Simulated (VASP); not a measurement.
Consider the following.

```xyz
3
Lattice="1.8097 -3.1345 0.0000 1.8097 3.1345 0.0000 0.0000 0.0000 5.8584" Properties=species:S:1:pos:R:3 pbc="T T T"
Hf     0.0000     0.0000     5.8584
S      1.8097     1.0448     1.4496
S      1.8097    -1.0448     4.4088
```

Calculation: PBE GGA with D3 dispersion (zero damping), VASP's PBE PAW potentials (set 64) (plane waves; VASP 6.6.1). Run with 520 eV cut-off, 8×8×4 Γ-centred mesh, tetrahedra with Blöchl corrections, potentials Hf_pv S.

Problem. Estimate the energy per atom (σ→0).

Solution. 
```yaml
energy per atom (σ→0): -7.844 eV/atom
```

Only differences to runs with the same potentials and settings are physical.

The compound is HfS2 in the 1T layered structure. It was relaxed first.
